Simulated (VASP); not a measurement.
An input for Ansatz (written as the equivalent of a VASP run, and not itself run):

Ansatz 0.2 input:
```yaml
crystal:
  lattice:
    - [-1.4039761, 1.4039761, 1.4039761]
    - [1.4039761, -1.4039761, 1.4039761]
    - [1.4039761, 1.4039761, -1.4039761]
  atoms:
    - { symbol: Cr, position: [0.0000000, 0.0000000, 0.0000000] }
kpoints:
  mp_grid: { grid: [20, 20, 20] }
hamiltonian:
  xc: pbesol
  pseudopotentials: { kind: paw }
scf:
  occupations: { method: tetrahedron }
  max_iter: 100
output: { forces: true, stress: true, eigenvalues: true }
```

Q: Write the VASP files for the same calculation (PBEsol).

A: This is not unique; one that fits is 
File KPOINTS:
```
Automatic mesh
0
Gamma
20 20 20
0 0 0
```

**POSCAR**
```
Cr
2.8079520
 -0.5000000373   0.5000000373   0.5000000373
  0.5000000373  -0.5000000373   0.5000000373
  0.5000000373   0.5000000373  -0.5000000373
Cr
1
Direct
  0.0000000000   0.0000000000   0.0000000000
```

**INCAR**
```
! general
SYSTEM  = Cr
PREC    = Accurate
ENCUT   = 400
LREAL   = F
LASPH   = T

! electronic loop
EDIFF   = 1E-7
NELM    = 100
ALGO    = Normal
LMAXMIX = 4

! smearing
ISMEAR  = -5

! functional
GGA     = PS

! ions
ISIF    = 2

! output
LWAVE   = F
LCHARG  = T
LORBIT  = 11
NEDOS   = 601
```

POTCAR, in this order: Cr_pv (PBE.64 set). Program: vasp_std.

The two are equivalent in intent, not identical: each code has its own PAW files, so the cut-off isn't converted (ENCUT is set for VASP's; basis.ecutwfc is left out, and Ansatz then takes the one that its files recommend); Ansatz stops its SCF on the density residual and VASP on the energy change (EDIFF).

The structure comes from a measured Cr entry (Im-3m) of the Crystallography Open Database, whose conditions weren't checked. It was relaxed first, which changed the volume by -8 %.
